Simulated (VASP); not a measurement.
```
CELL_PARAMETERS angstrom
     -1.90986     1.90986     4.89705
      1.90986    -1.90986     4.89705
      1.90986     1.90986    -4.89705
ATOMIC_POSITIONS crystal
  Ti 0.75000 0.25000 0.50000
  Ti 0.00000 0.00000 0.00000
  O  0.54419 0.04419 0.50000
  O  0.79419 0.79419 0.00000
  O  0.20581 0.20581 0.00000
  O  0.95581 0.45581 0.50000
```

These are revPBE GGA, VASP's PBE PAW potentials (set 64) (plane waves; VASP) values and carry that method's errors. Run with 520 eV cut-off, 9×9×9 Γ-centred mesh, tetrahedra with Blöchl corrections, potentials Ti_sv O.

The cores are frozen, which limits the accuracy of field gradients.

Question: Give the principal components of the electric field gradient (V/Å²) and the asymmetry η at each nucleus.

Answer: 
```
atom    Vxx   Vyy   Vzz     η
----  -----  ----  ----  ----
Ti1    -4.9  -4.9   9.8  0.00
Ti2    -4.9  -4.9   9.8  0.00
O3    -15.4  -5.7  21.1  0.46
O4    -15.4  -5.7  21.1  0.46
O5    -15.4  -5.7  21.1  0.46
O6    -15.4  -5.7  21.1  0.46
```

The compound is TiO2 in the anatase structure, one of several forms; rutile is the usual stable one. It was relaxed first.
